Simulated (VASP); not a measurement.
```
EuO
1.0
    0.00000     2.39889     2.39889
    2.39889     0.00000     2.39889
    2.39889     2.39889     0.00000
Eu O
1 1
Direct
  0.00000   0.00000   0.00000
  0.50000   0.50000   0.50000
```

Computed with PBEsol GGA, VASP's PBE PAW potentials (set 64) (plane waves; VASP). Run with 520 eV cut-off, 9×9×9 Γ-centred mesh, Gaussian smearing of 0.050 eV, potentials Eu_2 O.

The 4f electrons are frozen in the core of the lanthanide potential, so 4f levels, which can set the real gap, and their magnetism are missing.

**Question.** What does the run give for the energy per atom (σ→0), pressure?

**Answer.** 
* **energy per atom (σ→0)**: -7.002 eV/atom
* **pressure**: 9.11 GPa

Total energies compare only between runs with the same potentials, cut-off and functional.

The compound is EuO in the rock salt structure. This cell is one point of a volume scan, at 0.94 of the reference volume.
